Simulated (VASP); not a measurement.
Output of a VASP run:

**OUTCAR**
```
 ion  position               nearest neighbor table
   1  0.000  0.000  0.000-   2 2.49   2 2.49   2 2.49   2 2.49
   2  0.250  0.250  0.250-   1 2.49   1 2.49   1 2.49   1 2.49
  LATTYP: Found a face centered cubic cell.
 ALAT       =     5.7461848832
 Subroutine PRICEL returns:
 Original cell was already a primitive cell.
 Subroutine GETGRP returns: Found 48 space group operations
The static configuration has the point symmetry T_d .
 The point group associated with its full space group is O_h .
The dynamic configuration has the point symmetry T_d .
 Subroutine INISYM returns: Found 48 space group operations
 Subroutine IBZKPT returns following result:
 Found     47 irreducible k-points:

 Following reciprocal coordinates:
            Coordinates               Weight
  0.000000  0.000000  0.000000      1.000000
  0.100000  0.000000  0.000000      8.000000
  0.200000  0.000000  0.000000      8.000000
  0.300000  0.000000  0.000000      8.000000
  0.400000  0.000000  0.000000      8.000000
  0.500000  0.000000  0.000000      4.000000
  0.100000  0.100000  0.000000      6.000000
  0.200000  0.100000  0.000000     24.000000
  0.300000  0.100000  0.000000     24.000000
  0.400000  0.100000  0.000000     24.000000
  0.500000  0.100000  0.000000     24.000000
 -0.400000  0.100000  0.000000     24.000000
 -0.300000  0.100000  0.000000     24.000000
 -0.200000  0.100000  0.000000     24.000000
 -0.100000  0.100000  0.000000     12.000000
  0.200000  0.200000  0.000000      6.000000
  0.300000  0.200000  0.000000     24.000000
  0.400000  0.200000  0.000000     24.000000
  0.500000  0.200000  0.000000     24.000000
 -0.400000  0.200000  0.000000     24.000000
 -0.300000  0.200000  0.000000     24.000000
 -0.200000  0.200000  0.000000     12.000000
  0.300000  0.300000  0.000000      6.000000
  0.400000  0.300000  0.000000     24.000000
  0.500000  0.300000  0.000000     24.000000
 -0.400000  0.300000  0.000000     24.000000
 -0.300000  0.300000  0.000000     12.000000
  0.400000  0.400000  0.000000      6.000000
  0.500000  0.400000  0.000000     24.000000
 -0.400000  0.400000  0.000000     12.000000
  0.500000  0.500000  0.000000      3.000000
  0.300000  0.200000  0.100000     24.000000
  0.400000  0.200000  0.100000     48.000000
  0.500000  0.200000  0.100000     48.000000
 -0.400000  0.200000  0.100000     24.000000
  0.400000  0.300000  0.100000     24.000000
  0.500000  0.300000  0.100000     48.000000
 -0.400000  0.300000  0.100000     48.000000
 -0.300000  0.300000  0.100000     48.000000
 -0.200000  0.300000  0.100000     24.000000
   k-points           NKPTS =     47   k-points in BZ     NKDIM =     47   number of bands    NBANDS=     18
   number of dos      NEDOS =    301   number of ions     NIONS =      2
   total plane-waves  NPLWV =  27000
   dimension x,y,z NGX =    30 NGY =   30 NGZ =   30
   dimension x,y,z NGXF=    60 NGYF=   60 NGZF=   60
   ions per type =               2
   PREC   = accura    normal or accurate (medium, high low for compatibility)
   ISTART =      0    job   : 0-new  1-cont  2-samecut
   ICHARG =      2    charge: 1-file 2-atom 10-const
   ISPIN  =      1    spin polarized calculation?
   LNONCOLLINEAR =      F non collinear calculations
   LSORBIT =      F    spin-orbit coupling
   INIWAV =      1    electr: 0-lowe 1-rand  2-diag
   ENCUT  =  520.0 eV  38.22 Ry    6.18 a.u.   7.55  7.55  7.55*2*pi/ulx,y,z
   NELM   =    100;   NELMIN=  2; NELMDL= -5     # of ELM steps
   EDIFF  = 0.1E-05   stopping-criterion for ELM
   LREAL  =      F    real-space projection
   NLSPLINE    = F    spline interpolate recip. space projectors
   LMAXMIX     =    4 max onsite mixed and CHGCAR
   VOSKOWN=      0    Vosko Wilk Nusair interpolation
   EDIFFG = -.1E-01   stopping-criterion for IOM
   NSW    =     60    number of steps for IOM
   NBLOCK =      1;   KBLOCK =     60    inner block; outer block
...
```

File OSZICAR:
```
       N       E                     dE             d eps       ncg     rms          rms(c)
DAV:   1     0.167210060776E+03    0.16721E+03   -0.15599E+04  1734   0.417E+03
DAV:   2     0.184915361444E+02   -0.14872E+03   -0.14633E+03  1700   0.529E+02
DAV:   3    -0.164457127220E+01   -0.20136E+02   -0.19959E+02  1858   0.147E+02
DAV:   4    -0.228269471909E+01   -0.63812E+00   -0.63664E+00  1888   0.297E+01
DAV:   5    -0.229452317773E+01   -0.11828E-01   -0.11826E-01  1952   0.418E+00    0.274E+00
DAV:   6    -0.223032865602E+01    0.64195E-01   -0.37643E-02  2120   0.115E+00    0.166E+00
DAV:   7    -0.219491396529E+01    0.35415E-01   -0.80765E-02  2144   0.169E+00    0.135E-01
DAV:   8    -0.219595859259E+01   -0.10446E-02   -0.33909E-03  1786   0.540E-01    0.454E-02
DAV:   9    -0.219609382865E+01   -0.13524E-03   -0.16419E-04  1830   0.959E-02    0.116E-02
DAV:  10    -0.219609492539E+01   -0.10967E-05   -0.97150E-06  2216   0.664E-02    0.334E-03
DAV:  11    -0.219609583453E+01   -0.90914E-06   -0.87726E-07  1326   0.915E-03
   1 F= -.21960958E+01 E0= -.21961304E+01  d E =-.219610E+01
```

### OUTCAR
```
------------------------ aborting loop because EDIFF is reached ----------------------------------------
  FORCE on cell =-STRESS in cart. coord.  units (eV):
  Direction    XX          YY          ZZ          XY          YZ          ZX
  --------------------------------------------------------------------------------------
  Total       -0.0192361     -0.0192361     -0.0192361      0.0000000      0.0000000     -0.0000000
  in kB       -0.6497542     -0.6497542     -0.6497542      0.0000000      0.0000000     -0.0000000
  external PRESSURE =      -0.6497542 kB  Pullay stress =       0.0000000 kB
  volume of cell :       47.43
      direct lattice vectors                 reciprocal lattice vectors
     0.000000000  2.873092442  2.873092442    -0.174028511  0.174028511  0.174028511
     2.873092442  0.000000000  2.873092442     0.174028511 -0.174028511  0.174028511
     2.873092442  2.873092442  0.000000000     0.174028511  0.174028511 -0.174028511
 POSITION                                       TOTAL-FORCE (eV/Angst)
 -----------------------------------------------------------------------------------
      0.00000      0.00000      0.00000         0.000000      0.000000      0.000000
      1.43655      1.43655      1.43655        -0.000000     -0.000000     -0.000000
 -----------------------------------------------------------------------------------
    total drift:                                0.000000     -0.000000      0.000000
  FREE ENERGIE OF THE ION-ELECTRON SYSTEM (eV)
  ---------------------------------------------------
  free  energy   TOTEN  =        -2.1960958345 eV

  energy  without entropy=       -2.1961995647  energy(sigma->0) =       -2.19613041

 reached required accuracy - stopping structural energy minimisation
```
(Selected blocks of OUTCAR.)

### POSCAR
```
Ge
1
   -0.0000000000     2.8730924416     2.8730924416
    2.8730924416    -0.0000000000     2.8730924416
    2.8730924416     2.8730924416    -0.0000000000
Ge
2
Direct
  0.0000000000   0.0000000000   0.0000000000
  0.2500000000   0.2500000000   0.2500000000
```

Task: Reconstruct the remaining input files.

Result: One answer among several that fit: the input of the run itself, optB88-vdW, plane waves, VASP's PBE PAW potentials (set 64).

### INCAR
```
AGGAC  =  0.0
ALGO  =  Normal
EDIFF  =  1E-6
EDIFFG  =  -0.01
ENCUT  =  520
GGA  =  BO
IBRION  =  2
ISIF  =  3
ISMEAR  =  1
LASPH  =  .True.
LCHARG  =  .False.
LMAXMIX  =  4
LREAL  =  .False.
LUSE_VDW  =  .True.
LWAVE  =  .False.
NELM  =  100
NSW  =  60
PARAM1  =  0.1833333333
PARAM2  =  0.22
PREC  =  Accurate
SIGMA  =  0.1
SYSTEM  =  Ge
```

### KPOINTS
```
Automatic mesh
0
Gamma
10 10 10
0 0 0
```

POTCAR, in this order: Ge_d (PBE.64 set). Program: vasp_std.

The compound is Ge in the diamond structure. It was relaxed first. The start is the result of an earlier pass.
